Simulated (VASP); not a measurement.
# Br: relaxation of cell and atoms with r2SCAN

The system is Br.

```xyz
4
Lattice="3.3632 -2.3226 0.0000 3.3632 2.3226 0.0000 0.0000 0.0000 8.7023" Properties=species:S:1:pos:R:3 pbc="T T T"
Br    3.3632   -1.6959    0.9564
Br    3.3632   -0.6266    5.3075
Br    3.3632    1.6959    7.7459
Br    3.3632    0.6266    3.3948
```

| Property | Result |
| --- | --- |
| Program | VASP 6.6.1 |
| Task | relaxation of cell and atoms |
| Functional | r2SCAN |
| Potentials or basis | VASP PAW PBE potentials, release 64 (Br) |
| Cutoff | 600 eV |
| k mesh | 8 × 8 × 4 |
| Occupations | gaussian, width 0.03 eV |
| Spin | no spin polarisation |
| Further INCAR settings | ALGO = Normal; EDIFF = 1e-06; IBRION = 2; EDIFFG = -0.01; NSW = 90; ISIF = 3 |

| Property | Result |
| --- | --- |
| Relaxed volume | 33.05 Å³/atom |
| Relaxed cell | a = 4.139 Å, b = 4.139 Å, c = 8.772 Å, α = 90.00°, β = 90.00°, γ = 61.65° |
| Space group after relaxing (to 0.05 Å) | Cmce (No. 64) |
| Energy gained by relaxing | 17.5 meV/atom |
| Ionic steps | 24 |
| Pressure after relaxing | 0.0 GPa |
| Largest force after relaxing | 0.008 eV/Å |
| Band gap on the k mesh | 1.66 eV, direct |

Forces in eV/Å, atoms in the order of the input:
```
Br   0.000  0.000  0.008
Br   0.000  0.000  0.008
Br   0.000  0.000 -0.008
Br   0.000  0.000 -0.008
```

Step by step:
| step | energy change (eV) | largest force (eV/Å) | pressure (GPa) | volume (Å³) |
| --- | --- | --- | --- | --- |
| 1 | 0.0000 | 0.5820 | 0.67 | 135.95 |
| 2 | 0.0032 | 0.3783 | -1.44 | 138.76 |
| 3 | -0.0196 | 0.0956 | -0.40 | 137.26 |
| 4 | -0.0292 | 0.0872 | -0.34 | 136.08 |
| 5 | -0.0506 | 0.0685 | -0.05 | 132.57 |
| 6 | -0.0352 | 0.1626 | 1.14 | 125.56 |
| 7 | -0.0559 | 0.0869 | 0.22 | 130.52 |
| 8 | -0.0563 | 0.0917 | 0.33 | 129.81 |
| 9 | -0.0549 | 0.2489 | -0.39 | 130.32 |
| 10 | -0.0585 | 0.0882 | 0.01 | 130.03 |
| 11 | -0.0624 | 0.0692 | 0.03 | 130.24 |
| 12 | -0.0680 | 0.0187 | 0.12 | 130.70 |
| 13 | -0.0684 | 0.0029 | 0.16 | 130.85 |
| 14 | -0.0658 | 0.1666 | -0.44 | 132.63 |
| 15 | -0.0688 | 0.0433 | 0.00 | 131.32 |
| 16 | -0.0694 | 0.0209 | 0.01 | 131.74 |
| 17 | -0.0695 | 0.0273 | 0.01 | 132.02 |
| 18 | -0.0695 | 0.0358 | -0.13 | 132.47 |
| 19 | -0.0696 | 0.0274 | -0.07 | 132.29 |
| 20 | -0.0698 | 0.0205 | -0.05 | 132.26 |
| 21 | -0.0701 | 0.0254 | 0.02 | 132.18 |
| 22 | -0.0701 | 0.0288 | 0.03 | 132.16 |
| 23 | -0.0701 | 0.0023 | -0.04 | 132.24 |
| 24 | -0.0701 | 0.0083 | -0.02 | 132.22 |

Final structure:
```xyz
4
Lattice="3.5540 -2.1206 0.0000 3.5540 2.1206 0.0000 0.0000 0.0000 8.7718" Properties=species:S:1:pos:R:3 pbc="T T T"
Br    3.5540   -1.5279    1.0151
Br    3.5540   -0.5927    5.4010
Br    3.5540    1.5279    7.7566
Br    3.5540    0.5927    3.3707
```

Levels at points of the mesh, in eV from the valence-band top:
| k point | band 12 | band 13 | band 14 | band 15 | band 16 | band 17 |
| --- | --- | --- | --- | --- | --- | --- |
| (0.00, 0.00, 0.00) | -0.49 | -0.36 | 0.00 | 1.66 | 2.69 | 6.44 |
| (0.50, 0.00, 0.00) | -1.23 | -0.55 | -0.55 | 2.65 | 2.65 | 7.45 |
| (0.50, 0.50, 0.00) | -1.38 | -0.58 | -0.25 | 1.68 | 2.50 | 7.59 |
| (0.00, 0.00, 0.50) | -1.04 | -0.16 | -0.16 | 2.07 | 2.07 | 7.02 |
| (0.50, 0.00, 0.50) | -0.75 | -0.10 | -0.10 | 2.13 | 2.13 | 7.80 |
| (0.50, 0.50, 0.50) | -1.15 | -0.91 | -0.91 | 2.01 | 2.01 | 8.52 |

Wall time 81 min on 1 thread of Intel(R) Xeon(R) Platinum 8559C (Emerald Rapids), on a shared host, peak memory 0.45 GiB.

Caveat: the PAW data sets were made with another functional, which shifts forces and pressure a little. r2SCAN opens gaps a little over a GGA but as a rule still falls short of measured ones.
